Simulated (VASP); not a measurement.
Input:

```xyz
1
Lattice="-1.6767 1.6767 1.6767 1.6767 -1.6767 1.6767 1.6767 1.6767 -1.6767" Properties=species:S:1:pos:R:3 pbc="T T T"
Li     0.0000     0.0000     0.0000
```

Method: LDA (Ceperley-Alder, Perdew-Zunger), VASP's LDA PAW potentials (set 64) (plane waves; VASP 6.6.1). Run with 520 eV cut-off, Gaussian smearing of 0.050 eV, potentials Li_sv.

Give the energies of bands 2 to 4 at the high-symmetry points, in eV from the Fermi level.

```json
[
 {"band": "2", "Γ": "-3.62", "H": "5.66", "N": "0.18", "P": "3.46"},
 {"band": "3", "Γ": "15.07", "H": "5.66", "N": "3.52", "P": "3.46"},
 {"band": "4", "Γ": "15.07", "H": "5.66", "N": "10.68", "P": "3.46"}
]
```

It has no gap at this level: it comes out as a metal or semimetal.

The compound is Li in the bcc structure. It was relaxed first, which changed the volume by -11 %.
